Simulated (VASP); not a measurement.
Input:

```yaml
crystal:
  lattice:
    - [6.53626, -1.93906, 0.00000]
    - [6.53626, 1.93906, 0.00000]
    - [-0.05914, 0.00000, 4.03828]
  atoms:
    - { symbol: Nb, position: [0.85348, 0.85348, 0.93194] }
    - { symbol: Nb, position: [0.14652, 0.14652, 0.06806] }
    - { symbol: O, position: [0.85096, 0.85096, 0.48437] }
    - { symbol: O, position: [0.14904, 0.14904, 0.51563] }
    - { symbol: O, position: [0.00000, 0.00000, 0.00000] }
    - { symbol: O, position: [0.68510, 0.68510, 0.00543] }
    - { symbol: O, position: [0.31490, 0.31490, 0.99457] }
```

These are PBEsol GGA, VASP's PBE PAW potentials (set 64) (plane waves; VASP 6.6.1) values and carry that method's errors. Settings: 400 eV cut-off, 5×5×4 Γ-centred mesh, Fermi-Dirac smearing of 0.050 eV, potentials Nb_sv O.

At this cut-off the stress carries a Pulay error, which pulls relaxed volumes low.

Question: Which forces act on the atoms, in eV/Å?

Answer: 
| atom | Fx | Fy | Fz |
|---|---|---|---|
| Nb1 | 0.065 | 0.000 | -0.446 |
| Nb2 | -0.065 | 0.000 | 0.446 |
| O3 | 0.030 | 0.000 | 0.838 |
| O4 | -0.030 | 0.000 | -0.838 |
| O5 | 0.000 | 0.000 | 0.000 |
| O6 | 0.017 | 0.000 | 0.108 |
| O7 | -0.017 | 0.000 | -0.108 |

Question: Give the stress tensor in GPa (positive for a compressed cell).

Answer: 
```
-14.46    0.00   -0.04
  0.00  -13.72    0.00
 -0.04    0.00  -15.82
```
The pressure is its mean diagonal, -14.67 GPa.

The structure comes from a computed database's Nb2O5 entry; how it stands against other phases isn't given here. The cell was not relaxed at this level.
